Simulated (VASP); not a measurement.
Given:

```yaml
crystal:
  lattice:
    - [3.14462, 0.00000, 0.00000]
    - [0.00000, 3.14462, 0.00000]
    - [0.00000, 0.00000, 3.14462]
  atoms:
    - { symbol: Zn, position: [0.50000, 0.50000, 0.50000] }
    - { symbol: Au, position: [0.00000, 0.00000, 0.00000] }
```

All values below come from PBE GGA with D4 dispersion, VASP's PBE PAW potentials (set 64) (plane waves; VASP). Run with 520 eV cut-off, 13×13×13 Γ-centred mesh, tetrahedra with Blöchl corrections, potentials Zn Au.

Unless said otherwise, spin-orbit coupling is left out, though it shifts the bands of the heavy elements here.

### Question
Predict the energy per atom (σ→0), band gap (on the k-mesh) with the smallest direct gap where there is one.

### Answer

```
Item                                                         Value
------------------------  ----------------------------------------
band gap (on the k-mesh)  none (metal, semimetal or under 0.01 eV)
energy per atom (σ→0)                               -2.887 eV/atom
```

Total energies compare only between runs with the same potentials, cut-off and functional.

The compound is AuZn in the CsCl type structure. It was relaxed first. The electron count is odd and the run is not spin-polarised, which forces a metal.
